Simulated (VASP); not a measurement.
A convergence study with VASP on Ag2O (cuprite): one setting is varied, all else stays as given below, so the limit is that of these other settings. Each run relaxes cell and ions from the cell shown. The basis is that of the starting cell, so low cut-offs carry a Pulay error.

```
Ag2O
1.0
    4.73000     0.00000     0.00000
    0.00000     4.73000     0.00000
    0.00000     0.00000     4.73000
Ag O
4 2
Direct
  0.75000   0.25000   0.75000
  0.25000   0.75000   0.75000
  0.75000   0.75000   0.25000
  0.25000   0.25000   0.25000
  0.00000   0.00000   0.00000
  0.50000   0.50000   0.50000
```

Calculation: PBE GGA, VASP's PBE PAW potentials (set 64) (plane waves; VASP 6.6.1). The tightest run used: 800 eV cut-off, 4×4×4 Γ-centred mesh, Gaussian smearing of 0.050 eV, potentials Ag O.

### Question
The settings run are ENCUT = 250; ENCUT = 300; ENCUT = 350; ENCUT = 400; ENCUT = 450; ENCUT = 500; ENCUT = 550; ENCUT = 600; ENCUT = 650; ENCUT = 700; ENCUT = 750; ENCUT = 800. From which on does the relaxed volume stay within 0.1 Å³/atom of the tightest run?

### Answer
From ENCUT = 500 on: it is off by 0.023 there and by no more than 0.1 in any finer run, while ENCUT = 450 is off by 0.180.
```tsv
setting	relaxed volume (Å³/atom)	E (eV/atom)	plane waves	difference judged (Å³/atom)
ENCUT = 250	15.204	-3.9231	968	3.370
ENCUT = 300	16.384	-3.6608	1269	2.190
ENCUT = 350	17.280	-3.5788	1596	1.294
ENCUT = 400	17.978	-3.5710	1936	0.597
ENCUT = 450	18.394	-3.5739	2320	0.180
ENCUT = 500	18.551	-3.5757	2730	0.023
ENCUT = 550	18.566	-3.5756	3136	0.008
ENCUT = 600	18.553	-3.5758	3575	0.021
ENCUT = 650	18.552	-3.5763	4012	0.022
ENCUT = 700	18.560	-3.5769	4492	0.014
ENCUT = 750	18.567	-3.5773	4972	0.007
ENCUT = 800	18.574	-3.5776	5520	0.000
```

Left out are rungs that failed or repeat a setting and relaxations that didn't move; long series are thinned to 24 rows.

The compound is Ag2O in the cuprite structure.
